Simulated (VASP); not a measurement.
Si, 2 atoms in the cell. The structure is cubic, space group Fd-3m (No. 227). The conventional cell has a = 5.444 Å, b = 5.444 Å, c = 5.444 Å, α = 90.00°, β = 90.00°, γ = 90.00°. Si (site symmetry -43m) is surrounded by 4 Si at 2.36 Å. 

| Quantity | Value |
| --- | --- |
| Program | VASP 6.6.1 |
| Task | relaxation of cell and atoms |
| Functional | PBE |
| Potentials or basis | VASP PAW PBE potentials, release 64 (Si) |
| Cutoff | 600 eV |
| k mesh | 8 × 8 × 8 |
| Occupations | gaussian, width 0.02 eV |
| Spin | no spin polarisation |
| Dipole correction | no |
| Further INCAR settings | ALGO = Fast; EDIFF = 1e-06; IBRION = 2; EDIFFG = -0.002; NSW = 100; ISIF = 3 |

Potentials or basis: VASP PAW PBE potentials, release 64 (Si).

Run with:

```sh
$ cat potpaw_PBE.64/Si/POTCAR > POTCAR
$ mpirun -np 1 vasp_std > vasp.out
```

Hardware: 1 thread of Intel(R) Xeon(R) Platinum 8488C (Sapphire Rapids), on a shared host.

How long does it take, and how much memory?

It took 19 s on 1 thread of Intel(R) Xeon(R) Platinum 8488C (Sapphire Rapids) (shared host), peak memory 0.17 GiB. Counts: scf iterations 27, k points 29, ion steps 3.
